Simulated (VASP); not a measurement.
VASP input:

### KPOINTS
```
Automatic mesh
0
gamma
 8 8 8
0 0 0
```

**POSCAR**
```
Si2Mo
1.0
  0.0000000000   2.9053930345   2.9053930345
  2.9053930345   0.0000000000   2.9053930345
  2.9053930345   2.9053930345   0.0000000000
Mo Si
1 2
Direct
  0.0000000000   0.0000000000   0.0000000000
  0.2500000000   0.2500000000   0.2500000000
  0.7500000000   0.7500000000   0.7500000000
```

### INCAR
```
! general
SYSTEM =Si2Mo
PREC   =Accurate
ENCUT  =400
LREAL  =F
LASPH  =T

! electronic loop
EDIFF  =1E-6
NELM   =100
ALGO   =Normal
LMAXMIX=4
LMIXTAU=T

! smearing
ISMEAR =1
SIGMA  =0.1

! functional
METAGGA=R2SCAN

! ions
IBRION =2
NSW    =60
ISIF   =3
EDIFFG =-0.02

! output
LWAVE  =F
LCHARG =F
```

POTCAR, in this order: Mo_sv Si (PBE.64 set). Program: vasp_std.

Task: Translate this r2SCAN calculation to Ansatz.

Result: One equivalent input (not run):
Ansatz 0.2 input:
```yaml
crystal:
  lattice:
    - [0.0000000, 2.9053930, 2.9053930]
    - [2.9053930, 0.0000000, 2.9053930]
    - [2.9053930, 2.9053930, 0.0000000]
  atoms:
    - { symbol: Mo, position: [0.0000000, 0.0000000, 0.0000000] }
    - { symbol: Si, position: [0.2500000, 0.2500000, 0.2500000] }
    - { symbol: Si, position: [0.7500000, 0.7500000, 0.7500000] }
kpoints:
  mp_grid: { grid: [8, 8, 8] }
hamiltonian:
  xc: r2scan
  pseudopotentials: { kind: paw }
scf:
  occupations: { method: methfessel_paxton, width: 0.1 }
  max_iter: 100
relax:
  max_steps: 60
  f_tol: 0.02
  cell: {}
output: { forces: true, stress: true, eigenvalues: true }
```
What does not carry over: each code has its own PAW files, so the cut-off isn't converted (ENCUT is set for VASP's; basis.ecutwfc is left out, and Ansatz then takes the one that its files recommend); Ansatz stops its SCF on the density residual and VASP on the energy change (EDIFF).

The structure was generated: Si2Mo was put into the fluorite type (Fm-3m), which need not be its known phase. This run relaxes it. Symmetry was kept, so distortions that lower it aren't found. The start is the result of an earlier pass.
